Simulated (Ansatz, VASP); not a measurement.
**GeH2W2NCl2O2 (1T-GeCl2 under W2N(OH)2 MXene, AB): VASP beside Ansatz**

One calculation is typed for both programs; each brings its own data sets. How far apart do they land? Of the first pair: The structure shown is the start of the Ansatz relaxation below; VASP solves that cell, so the two are compared at the walk's first step.

Program: Ansatz 0.2.0. Level of theory: plane waves, with VASP 6.6.1 beside it; single point at PBE with D3(BJ). Results are calculated unless marked as measured.

**1. The structure**

The cell holds 10 atoms: 2 Cl, 1 Ge, 2 H, 2 O, 2 W and 1 N. Its edges and angles: a = 3.046 Å, b = 3.046 Å, c = 55.005 Å, α = 90.0°, β = 90.0°, γ = 120.0°. Vacuum lies along c.

**2. Ansatz: relaxation, PBE with D3(BJ)**

Ansatz runs on its default PAW (the set named soft_2) files.

The two programs are compared at the cell with which this relaxation starts, whose forces are those of its first step.

input.yaml

```yaml
crystal:
  lattice:
    - [3.046224, 0.0, 0.0]
    - [-1.523112, 2.6381073696, 0.0]
    - [0.0, 0.0, 55.0053135619]
  atoms:
    - { symbol: Cl, position: [0.6666666667, 0.3333333333, 0.3908713287] }
    - { symbol: Ge, position: [0.0, 0.0, 0.4143990604] }
    - { symbol: Cl, position: [0.3333333333, 0.6666666667, 0.4379267921] }
    - { symbol: H, position: [0.6666666667, 0.3333333333, 0.4870129589] }
    - { symbol: O, position: [0.6666666667, 0.3333333333, 0.5048294195] }
    - { symbol: W, position: [0.0, 0.0, 0.5261640091] }
    - { symbol: "N", position: [0.3333333333, 0.6666666667, 0.5480708151] }
    - { symbol: W, position: [0.6666666667, 0.3333333333, 0.5699776211] }
    - { symbol: O, position: [0.0, 0.0, 0.5913122107] }
    - { symbol: H, position: [0.0, 0.0, 0.6091286713] }
  periodic: [true, true, false]
kpoints:
  mp_grid: { grid: [12, 12, 1] }
hamiltonian:
  xc: pbe
  dispersion: d3bj
scf:
  occupations: { method: fermi_dirac, width: 0.05 }
  convergence: { dr2_threshold: 1.0e-09 }
relax:
  f_tol: 0.004
  max_steps: 90
  cell: {}
output:
  write_potential: true
  write_density: true
  volumetric_format: npy
```

Run with:

```sh
> ansatz run input.yaml --threads 4 --pin off --max-ram 6144MiB --backend cpu --events-out ev --progress --plain --runs-dir out
```

Numbers of over 12 decimals in the logs are rounded to 6 here.

The program printed:

```text
Warning: relax.cell: scf.convergence.dr2_threshold = 1e-9 eV is looser than the 2.06511802357e-10 eV advised for a relaxation that steers and ends on the stress (1e-10 eV for each atom of the cell: 10, times the square of relax.cell.stress_2d_tol = 0.05 N/m over 22.0 Å (the atoms' height at the walk's start and 5 Å past either face), 2.272e-2 GPa, over a crystal's default 0.05). What an SCF threshold leaves in a stress goes as its square root, and in the free energy as the threshold itself, and one threshold admits the most on a small cell: [figures from the program's tests cut] Set scf.convergence.dr2_threshold to 2.06511802357e-10 eV or tighter. [rest of the remark cut]
Engine: ansatz 0.2.0, aarch64-unknown-linux-gnu
Pseudopotentials: kind: paw
Pseudopotential: Cl, paw, valence charge 7, recommended cutoff 420 eV (normal), Cl.paw.azcp
Pseudopotential: Ge, paw, valence charge 14, recommended cutoff 420 eV (normal), Ge.paw.azcp
Pseudopotential: H, paw, valence charge 1, recommended cutoff 420 eV (normal), H.paw.azcp
Pseudopotential: O, paw, valence charge 6, recommended cutoff 420 eV (normal), O.paw.azcp
Pseudopotential: W, paw, valence charge 14, recommended cutoff 420 eV (normal), W.paw.azcp
Pseudopotential: N, paw, valence charge 5, recommended cutoff 420 eV (normal), N.paw.azcp
Functional definition: PBE
  parameter kappa = 0.804
  parameter beta = 0.066725
  exchange = pbe_x(kappa = kappa, mu = beta*pi^2/3)
  correlation = pbe_c(beta = beta)
Crystal: 10 atoms, lattice volume = 442.037 Å³
Basis set: ecut = 420 eV, 8547 PW (Γ), exchange–correlation on 48×48×750 points (8 copies of the dense FFT grid, shifted against one another)
Bands: 48, of which v1, the nominal top of the filled ones, is band 38 counted from 1 (37 counted from 0)
Symmetry: 6 space group operations
Space group: P3m1 (ITA 156), of the structure as read, at distance tolerance 7.6e-5 Å
k-points: 19 of 144 (time reversal used)
Non-local potential: Cl, projectors of the file, l = 0: 2, l = 1: 2, l = 2: 2
Non-local potential: Ge, projectors of the file, l = 0: 2, l = 1: 2, l = 2: 3, l = 3: 1
Non-local potential: H, projectors of the file, l = 0: 2, l = 1: 1
Non-local potential: O, projectors of the file, l = 0: 2, l = 1: 2, l = 2: 1
Non-local potential: W, projectors of the file, l = 0: 3, l = 1: 2, l = 2: 2, l = 3: 1
Non-local potential: N, projectors of the file, l = 0: 2, l = 1: 2, l = 2: 1
PAW form: soft (Blöchl's): semilocal exchange-correlation on the pseudo side does not see the compensation charge
PAW one-centre angular grid: Cl, 110 points (default); XC on 64 Gauss nodes
PAW one-centre angular grid: Ge, 590 points (default); XC on 64 Gauss nodes
PAW one-centre angular grid: H, 110 points (default); XC on 64 Gauss nodes
PAW one-centre angular grid: O, 110 points (default); XC on 64 Gauss nodes
PAW one-centre angular grid: W, 590 points (default); XC on 64 Gauss nodes
PAW one-centre angular grid: N, 110 points (default); XC on 64 Gauss nodes
Initial density: superposition of atomic densities (neutral atoms: chi_scale 0, normalization atom), corrected by the library's trained network
Initial wavefunctions: pseudopotential atomic-orbital guess
Functional: x = pbe(κ = 0.804, μ = 0.219515), c = pbe(β = 0.066725)
SCF iter   1: F=—  HF=-28769.116989 eV  |F-HF|=—  |Δ(HF+E_count)|=         —  Δρ=1.06e-2  dr2=2.80e1  ethr=1.77e-3  ⟨swp⟩=17.4  Hψ=7165  notcnv=0  defer=16
preconditioner: auto → LDOS  [metal: Δε(μ)=0.009 eV  Ē_g=12.071 eV  σ=0.050 eV  W_gap=0.04  n_scr=34 (ndim 8)  ℏωp=12.4 eV  f_vac=0.729  D(μ)=5.06/eV (n_scr^D=24)  β→1.0]
SCF iter   2: F=—  HF=-28768.865391 eV  |F-HF|=—  |Δ(HF+E_count)|=   2.52e-1  Δρ=8.29e-3  dr2=1.26e1  ethr=1.77e-3  ⟨swp⟩=6.2  Hψ=2123  notcnv=0  defer=31
SCF iter   3: F=—  HF=-28768.626722 eV  |F-HF|=—  |Δ(HF+E_count)|=   2.39e-1  Δρ=2.10e-3  dr2=3.99e-1  ethr=1.77e-3  ⟨swp⟩=4.5  Hψ=1862  notcnv=0  defer=23
SCF iter   4: F=—  HF=-28768.614809 eV  |F-HF|=—  |Δ(HF+E_count)|=   1.19e-2  Δρ=9.39e-4  dr2=4.39e-2  ethr=5.32e-4  ⟨swp⟩=3.9  Hψ=1634  notcnv=0  defer=24
SCF iter   5: F=—  HF=-28768.614535 eV  |F-HF|=—  |Δ(HF+E_count)|=   2.74e-4  Δρ=5.25e-4  dr2=2.60e-2  ethr=5.85e-5  ⟨swp⟩=4.2  Hψ=1991  notcnv=0  defer=24
SCF iter   6: F=—  HF=-28768.613455 eV  |F-HF|=—  |Δ(HF+E_count)|=   1.08e-3  Δρ=2.52e-4  dr2=7.54e-3  ethr=3.47e-5  ⟨swp⟩=2.9  Hψ=1364  notcnv=0  defer=23
[...]
SCF iter   2: F=—  HF=-28774.722359 eV  |F-HF|=—  |Δ(HF+E_count)|=   9.24e-5  Δρ=3.13e-6  dr2=3.28e-8  ethr=7.91e-11  ⟨swp⟩=6.3  Hψ=3655  notcnv=0
SCF iter   3: F=—  HF=-28774.722359 eV  |F-HF|=—  |Δ(HF+E_count)|=  3.57e-10  Δρ=9.83e-7  dr2=9.29e-9  ethr=4.37e-11  ⟨swp⟩=3.0  Hψ=1649  notcnv=0
SCF iter   4: F=—  HF=-28774.722359 eV  |F-HF|=—  |Δ(HF+E_count)|=   5.65e-9  Δρ=2.51e-7  dr2=1.29e-9  ethr=1.24e-11  ⟨swp⟩=2.5  Hψ=1364  notcnv=0
SCF iter   5: F=-28774.722359 eV  HF=-28774.722359 eV  |F-HF|=7.64e-10  |Δ(HF+E_count)|=  2.00e-10  Δρ=1.47e-7  dr2=9.25e-11  ethr=1.33e-12  ⟨swp⟩=19.3  Hψ=8570  notcnv=0
SCF 20 converged in 5 iterations: F = -28774.722359 eV  dr2 = 9.25e-11
relax step  20: F+E_penalty+E_count = -28774.72235906 eV  Δ(F+E_penalty+E_count) = +6.493e-4 eV  max|allowed force component| = 2.230e-3 eV/Å  Δτ_max = 0.0000 Å  P = +0.004 N/m  Ω = 395.521 Å³  fix = [c, alpha, beta]  reactions: c +0.000 N/m  stress off target by 3.98e-3 N/m on what of the cell is left free  SCF on the basis re-selected at this cell (its energy is not comparable with the rows above)  (5 SCF iters)
basis re-selected at this cell: Δ(F+E_penalty+E_count) = +6.493e-4 eV, ΔP = -0.012 N/m vs the last step (what re-selecting the basis moved, of the pressure what is left beyond the Pulay correction that the steps carried, after the strain that the cell walked since its last selection, with what the two solves' SCF thresholds leave and, on support functions, any second-order correction that the steps lacked; it is no m [...]
WARN: The output density's exchange-correlation potential varies sharply where the density is thin. Do not read a vacuum level from v_tot or v_xc, or from such a field of the output density. On a cell that repeats whose density bears no net charge and no dipole along the vacuum's axis use v_es (v_loc + v_h of the components); under efield.dipole_correction with no amplitude use v_es + v_field, which holds any externa [...]
SCF converged after 5 iterations
Free energy (F): -28774.722359 eV
Harris-Foulkes:  -28774.722359 eV  (|F-HF|=7.64e-10)
Internal energy: -28774.687608 eV  (E = F + TS)
E sigma→0 (E₀):  -28774.704983 eV
Entropy (-TS):   -0.034752 eV (-3.475 meV/atom)
Fermi energy:    -4.203900 eV
--- Per-component energies (eV) ---
  E_band       = -1715.878160
  E_kinetic    = 1847.151425
  E_local      = -623910.942025  (includes V_loc(G=0)·N_el)
  E_nonlocal   = 619.131463
  E_hartree    = 310720.997560
  E_xc         = -1047.845007
  E_vxc        = -1072.446154  (∫ρ·V_xc dr)
  E_paw        = -20903.872272  (= ΣΔE_a)
  E_vpaw       = -640.773824  (= ΣTr[D̂ρ^β])
  E_aug_tail   = 0.003095  (compensation charges beyond the density's cutoff)
  E_ewald      = 303903.009677
  E_disp       = -2.321522  (pairwise vdW)
  E_smearing   = -0.034752  (= −TS)
  E_closure    = 0.000000  (closes the sum)
  Σ components = -28774.722359   (vs F -28774.722359, Δ=0.00e0)
--- Forces (eV/Å), atoms counted from 1 ---
  atom   1  Cl     0.00000000    -0.00000000     0.00138198
  atom   2  Ge     0.00000000    -0.00000000    -0.00122611
  atom   3  Cl     0.00000000    -0.00000000    -0.00023455
  atom   4  H      0.00000000     0.00000000    -0.00140109
  atom   5  O     -0.00000000     0.00000000     0.00181511
  atom   6  W      0.00000000     0.00000000    -0.00204000
  atom   7  N      0.00000000     0.00000000    -0.00126087
  atom   8  W      0.00000000    -0.00000000     0.00222962
  atom   9  O      0.00000000    -0.00000000     0.00081198
  atom  10  H     -0.00000000    -0.00000000    -0.00007950
  max |Σ_I F_I| component: 3.42e-6 eV/Å
--- 2D stress c σ (N/m, compression-positive) ---
        0.003980      -0.000000       0.000000
       -0.000000       0.003980       0.000000
        0.000000       0.000000       0.000000
  P = ½ c Tr σ = 0.0040 N/m
--- Band table (eV; the first three rows and the last of 19) ---
  k-point 0: bands = [... 34 lower, -4.4002, -4.3159, -4.3159, -4.0523, -4.0523, -3.4112, -3.4112, -2.8730, ... 6 higher]
  k-point 1: bands = [... 34 lower, -4.6838, -4.4789, -4.2319, -4.1865, -4.1593, -3.9583, -3.5278, -2.8622, ... 6 higher]
  k-point 2: bands = [... 34 lower, -5.1132, -4.6893, -4.6472, -4.5273, -3.8339, -3.7948, -3.7275, -2.5598, ... 6 higher]
  k-point 18: bands = [... 34 lower, -5.2106, -4.8324, -4.6715, -4.5746, -4.1015, -3.5111, -2.9332, -2.8512, ... 6 higher]
  the weakly bound empty levels are not read free of the cell's end (no_gap_told)
--- Relaxed structure (18 steps of the walk, 18 accepted, 2 SCFs on fresh bases) ---
  F+E_penalty+E_count = -28774.72235906 eV   max|allowed force component| = 2.230e-3 eV/Å   (the final SCF, on the basis selected at the relaxed cell)
  cell:  # Å, volume = 395.5211 Å³
    - [2.881490, 0, 0]
    - [-1.440745, 2.495444, 0]
    - [0, 0, 55.0053135619]
  atoms:
    - { symbol: Cl, position: [0.666667, 0.333333, 0.364349] }
    - { symbol: Ge, position: [-1.7324385643542862e-17, -8.881784196952782e-17, 0.400200] }
    - { symbol: Cl, position: [0.333333, 0.666667, 0.452735] }
    - { symbol: H, position: [0.666667, 0.333333, 0.481395] }
    - { symbol: O, position: [0.666667, 0.333333, 0.499837] }
    - { symbol: W, position: [1.1531393111900874e-17, -8.881784196952785e-17, 0.524431] }
    - { symbol: N, position: [0.333333, 0.666667, 0.552053] }
    - { symbol: W, position: [0.666667, 0.333333, 0.578107] }
    - { symbol: O, position: [4.570318941049779e-17, -8.881784196952785e-17, 0.604341] }
    - { symbol: H, position: [4.590176888600743e-17, -8.881784196952785e-17, 0.622243] }
```

(Part 1 of 2 ends here.)

[Lines on the potential files, build, host, timing and source positions are cut from VASP's logs without a mark.]

[Logs are printed without paths, hosts, clocks, repeated set-up lines and the standing remarks that a program may print on its own settings, such as how far it seeks lower states.]

[Hosts, paths, dates, database ids (printed as entryN), source tags and the programs' standing remarks are cut or masked in the printed files.]
